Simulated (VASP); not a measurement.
OSZICAR of a VASP run on FePt (space group P4/mmm):

### OSZICAR
```
       N       E                     dE             d eps       ncg     rms          rms(c)
DAV:   1     0.586326241663E+02    0.58633E+02   -0.61750E+03  3806   0.838E+02
DAV:   2    -0.162096426720E+02   -0.74842E+02   -0.67378E+02  3740   0.201E+02
DAV:   3    -0.180040681055E+02   -0.17944E+01   -0.17576E+01  4517   0.368E+01
DAV:   4    -0.180225559909E+02   -0.18488E-01   -0.18482E-01  4178   0.336E+00
DAV:   5    -0.180230593421E+02   -0.50335E-03   -0.50334E-03  4760   0.600E-01    0.173E+01
DAV:   6    -0.192238717039E+02   -0.12008E+01   -0.15105E+01  3858   0.806E+01    0.248E+01
DAV:   7    -0.164786405810E+02    0.27452E+01   -0.10537E+01  4567   0.780E+01    0.886E+00
DAV:   8    -0.164282980590E+02    0.50343E-01   -0.47614E-01  4186   0.997E+00    0.431E+00
DAV:   9    -0.163508462451E+02    0.77452E-01   -0.13257E-01  5135   0.721E+00    0.192E+00
DAV:  10    -0.163336878601E+02    0.17158E-01   -0.40501E-02  5235   0.390E+00    0.703E-01
DAV:  11    -0.163328182671E+02    0.86959E-03   -0.19165E-03  4413   0.454E-01    0.239E-01
DAV:  12    -0.163328066618E+02    0.11605E-04   -0.23862E-04  4252   0.162E-01    0.684E-02
DAV:  13    -0.163328200655E+02   -0.13404E-04   -0.44404E-05  4594   0.123E-01    0.362E-02
DAV:  14    -0.163328160541E+02    0.40114E-05   -0.37941E-06  3789   0.438E-02    0.125E-02
DAV:  15    -0.163328155212E+02    0.53299E-06   -0.17147E-06  2998   0.306E-02
   1 F= -.16332816E+02 E0= -.16311111E+02  d E =-.434086E-01  mag=     3.3211
```

Problem. Which electronic solver shows in the log?

Solution. It is blocked Davidson (ALGO = Normal, or the opening steps of other solvers). The INCAR had ALGO = Normal.

Problem. How was spin treated?

Solution. Collinear spin (ISPIN = 2): the summary line carries one mag value, 3.32 μB in the cell.

Problem. Can the final energy be trusted as converged?

Solution. The calculation finished and met its thresholds. It stopped with EDIFF = 1E-6, NELM = 100 (PBEsol GGA, plane waves, VASP's PBE PAW potentials (set 64)).

The structure is a typed FePt crystal (P4/mmm). The cell was not relaxed at this level.
